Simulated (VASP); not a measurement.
Here is a VASP 6.6.1 calculation.

The input INCAR:

```
SYSTEM = ZnSe
ALGO = Normal
EDIFF = 1E-7
EDIFFG = -0.002
ENCUT = 520
GGA = PE
IBRION = 2
ISIF = 3
ISMEAR = 0
KPAR = 4
LASPH = .TRUE.
LCHARG = .FALSE.
LREAL = .FALSE.
LWAVE = .FALSE.
NELM = 100
NSW = 80
PREC = Accurate
SIGMA = 0.02
```

The input KPOINTS:

```
k-points
0
G
  10 10 10
  0 0 0
```

File POSCAR:

```
ZnSe                                    
1.0
   -0.0000000000      2.8696458688      2.8696458688
    2.8696458688     -0.0000000000      2.8696458688
    2.8696458688      2.8696458688      0.0000000000
  Zn              Se            
     1     1
Direct
     0.0000000000000000    0.0000000000000000    0.0000000000000000
     0.2500000000000000    0.2500000000000000    0.2500000000000000
```

Potentials or basis: VASP PAW PBE potentials, release 64 (Zn, Se).

Launch:

```sh
$ cat potpaw_PBE.64/Zn/POTCAR potpaw_PBE.64/Se/POTCAR > POTCAR
$ mpirun -np 4 vasp_std > vasp.out
```

Q: Estimate the band gap on the k mesh.

A: 1.14 eV, direct.

Q: What does it give for the space group after relaxing (to 0.05 Å)?

A: F-43m (No. 216).

Q: What does it give for the relaxed volume?

A: 23.64 Å³/atom.

Final structure:
```
Zn Se
1.0
     0.00000    2.87013    2.87013
     2.87013    0.00000    2.87013
     2.87013    2.87013    0.00000
Zn Se
1 1
Direct
  0.00000 0.00000 0.00000
  0.25000 0.25000 0.25000
```
